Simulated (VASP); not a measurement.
Here is the system:

```yaml
crystal:
  lattice:
    - [0.00000, 2.32289, 2.32289]
    - [2.32289, 0.00000, 2.32289]
    - [2.32289, 2.32289, 0.00000]
  atoms:
    - { symbol: Ga, position: [0.00000, 0.00000, 0.00000] }
    - { symbol: N, position: [0.25000, 0.25000, 0.25000] }
```

Calculation: vdW-DF2, VASP's PBE PAW potentials (set 64) (plane waves; VASP). Run with 520 eV cut-off, Gaussian smearing of 0.050 eV, potentials Ga_d N.

Task: Give the energies of bands 7 to 11 at the high-symmetry points, in eV from the valence-band maximum.

Result: 
```json
[
 {"band": "7", "Γ": "0.00", "X": "-5.76", "U": "-5.52", "L": "-6.39", "W": "-5.40"},
 {"band": "8", "Γ": "0.00", "X": "-2.35", "U": "-3.67", "L": "-0.85", "W": "-3.21"},
 {"band": "9", "Γ": "0.00", "X": "-2.35", "U": "-1.89", "L": "-0.85", "W": "-3.11"},
 {"band": "10", "Γ": "1.10", "X": "3.60", "U": "5.03", "L": "3.94", "W": "6.24"},
 {"band": "11", "Γ": "9.71", "X": "6.00", "U": "6.95", "L": "8.34", "W": "7.18"}
]
```

The gap is direct, 1.10 eV, from the valence maximum at Γ to the conduction minimum at Γ.

The compound is GaN in the zinc blende structure, a metastable form; wurtzite is the usual one. It was relaxed first, which changed the volume by +9 %.
